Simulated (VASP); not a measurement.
OSZICAR of a VASP run on Tc (hcp):

OSZICAR:
```
       N       E                     dE             d eps       ncg     rms          rms(c)
DAV:   1     0.272821457789E+03    0.27282E+03   -0.14714E+04  3674   0.131E+03
DAV:   2    -0.153056642754E+02   -0.28813E+03   -0.28521E+03  3941   0.407E+02
DAV:   3    -0.220880427618E+02   -0.67824E+01   -0.66230E+01  4297   0.727E+01
DAV:   4    -0.221632277220E+02   -0.75185E-01   -0.73297E-01  4006   0.709E+00
DAV:   5    -0.221640972623E+02   -0.86954E-03   -0.86795E-03  3985   0.649E-01    0.215E+01
DAV:   6    -0.207826121406E+02    0.13815E+01   -0.36384E+00  3818   0.183E+01    0.594E+00
DAV:   7    -0.206434332213E+02    0.13918E+00   -0.56403E-01  4112   0.645E+00    0.775E-01
DAV:   8    -0.206343342355E+02    0.90990E-02   -0.84336E-03  3695   0.985E-01    0.232E-01
DAV:   9    -0.206342369188E+02    0.97317E-04   -0.60479E-04  4326   0.207E-01    0.228E-02
DAV:  10    -0.206342363107E+02    0.60815E-06   -0.34268E-05  3821   0.499E-02    0.170E-02
DAV:  11    -0.206342353945E+02    0.91616E-06   -0.44197E-06  3566   0.203E-02
   1 F= -.20634235E+02 E0= -.20634250E+02  d E =0.430446E-04
```

Which electronic solver shows in the log?

It is blocked Davidson (ALGO = Normal, or the opening steps of other solvers). The INCAR had ALGO = Normal.

Can the final energy be trusted as converged?

The calculation finished and met its thresholds. It stopped with EDIFF = 1E-6, NELM = 100 (PBE GGA, plane waves, VASP's PBE PAW potentials (set 64)).

The compound is Tc in the hcp structure. The cell was not relaxed at this level. The run is one of a series of settings (ISYM = 1 against the base run), some of them coarse on purpose.
